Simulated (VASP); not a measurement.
All values below come from TPSS meta-GGA, VASP's PBE PAW potentials (set 64) (plane waves; VASP).

VASP input:

File KPOINTS:
```
Automatic mesh
0
Gamma
18 18 18
0 0 0
```

**INCAR**
```
SYSTEM = Pt
PREC = Accurate
ENCUT = 520
EDIFF = 1E-7
NELM = 100
ALGO = Normal
LREAL = .FALSE.
LASPH = .TRUE.
ISMEAR = -5
METAGGA = TPSS
LMIXTAU = .TRUE.
LMAXMIX = 6
LWAVE = .FALSE.
LCHARG = .FALSE.
LORBIT = 11
NEDOS = 601
ISIF = 2
```

### KPOINTS_OPT
```
k-points along high-symmetry lines
10
Line-mode
Reciprocal
  0.000000   0.000000   0.000000 ! GAMMA
  0.500000   0.000000   0.500000 ! X

  0.500000   0.000000   0.500000 ! X
  0.625000   0.250000   0.625000 ! U

  0.375000   0.375000   0.750000 ! K
  0.000000   0.000000   0.000000 ! GAMMA

  0.000000   0.000000   0.000000 ! GAMMA
  0.500000   0.500000   0.500000 ! L

  0.500000   0.500000   0.500000 ! L
  0.500000   0.250000   0.750000 ! W

  0.500000   0.250000   0.750000 ! W
  0.500000   0.000000   0.500000 ! X
```

**POSCAR**
```
Pt
1
   -0.0000000000     1.9721410028     1.9721410028
    1.9721410028     0.0000000000     1.9721410028
    1.9721410028     1.9721410028     0.0000000000
Pt
1
Direct
  0.0000000000   0.0000000000   0.0000000000
```

POTCAR, in this order: Pt (PBE.64 set). Program: vasp_std.

Unless said otherwise, spin-orbit coupling is left out, though it shifts the bands of the heavy elements here.

Problem. Estimate the energy per atom (σ→0), band gap (over mesh and band path).

Solution. 
The energy per atom (σ→0) is -6.655 eV/atom and the band gap (over mesh and band path) comes out as none (metal, semimetal or under 0.01 eV).

### OSZICAR
```
...
DAV:  14    -0.665462651268E+01    0.17241E-05   -0.66913E-05  3593   0.826E-02    0.661E-03
DAV:  15    -0.665462475059E+01    0.17621E-05   -0.22967E-06  3998   0.127E-02    0.876E-03
DAV:  16    -0.665462608180E+01   -0.13312E-05   -0.65518E-07  3594   0.674E-03    0.479E-04
DAV:  17    -0.665462592095E+01    0.16085E-06   -0.18449E-08  1821   0.150E-03    0.577E-04
DAV:  18    -0.665462606590E+01   -0.14495E-06   -0.73921E-09  1812   0.783E-04    0.289E-04
DAV:  19    -0.665462606172E+01    0.41803E-08   -0.13656E-09  1786   0.426E-04
   1 F= -.66546261E+01 E0= -.66546261E+01  d E =0.000000E+00
       N       E                     dE             ncg
```

The compound is Pt in the fcc structure. It was relaxed first.
